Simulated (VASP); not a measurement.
An input for Ansatz (written as the equivalent of a VASP run, and not itself run):

Ansatz 0.2 input:
```yaml
crystal:
  lattice:
    - [3.5462330, 0.0000000, 0.0000000]
    - [-1.7731160, 3.0711280, 0.0000000]
    - [0.0000000, 0.0000000, 8.6673210]
  atoms:
    - { symbol: Hg, position: [0.2402700, 0.2402700, 0.5000000] }
    - { symbol: Hg, position: [0.7597300, 0.0000000, 0.8333330] }
    - { symbol: Hg, position: [0.0000000, 0.7597300, 0.1666670] }
    - { symbol: O, position: [0.5406100, 0.5406100, 0.0000000] }
    - { symbol: O, position: [0.4593900, 0.0000000, 0.3333330] }
    - { symbol: O, position: [0.0000000, 0.4593900, 0.6666670] }
kpoints:
  mp_grid: { grid: [7, 7, 3] }
hamiltonian:
  xc: pbesol
  pseudopotentials: { kind: paw }
scf:
  occupations: { method: gaussian, width: 0.01 }
  max_iter: 100
output: { forces: true, stress: true, eigenvalues: true }
```

Translate this input to VASP (INCAR, KPOINTS, POSCAR, choice of POTCAR).

Several could match; the one computed here: 
**INCAR**
```
! general
SYSTEM =HgO
PREC   =Accurate
ENCUT  =400
LREAL  =F   ! projection in real space or not
LASPH  =T   ! aspherical one-centre terms

! electronic loop
EDIFF  =1E-6   ! SCF stop (eV)
NELM   =100   ! most electronic steps
ALGO   =Normal
LMAXMIX=6   ! l cut-off of mixed one-centre charges

! smearing
ISMEAR =0
SIGMA  =0.01   ! width (eV)

! functional
GGA    =PS

! ions
ISIF   =2

! output
LWAVE  =F
LCHARG =F
```

### POSCAR
```
HgO
1
    3.5462330000     0.0000000000     0.0000000000
   -1.7731160000     3.0711280000     0.0000000000
    0.0000000000     0.0000000000     8.6673210000
Hg O
3 3
Direct
  0.2402700000   0.2402700000   0.5000000000
  0.7597300000   0.0000000000   0.8333330000
  0.0000000000   0.7597300000   0.1666670000
  0.5406100000   0.5406100000   0.0000000000
  0.4593900000   0.0000000000   0.3333330000
  0.0000000000   0.4593900000   0.6666670000
```

File KPOINTS:
```
kpoints
0
gamma
 7 7 3
0 0 0
```

POTCAR, in this order: Hg O (PBE.64 set). Program: vasp_std.

What does not carry over: each code has its own PAW files, so the cut-off isn't converted (ENCUT is set for VASP's; basis.ecutwfc is left out, and Ansatz then takes the one that its files recommend); Ansatz stops its SCF on the density residual and VASP on the energy change (EDIFF).

The structure comes from a computed database's HgO entry (P3_121); how it stands against other phases isn't given here. The cell was not relaxed at this level, and its volume differs by -5.9 % from the start's.
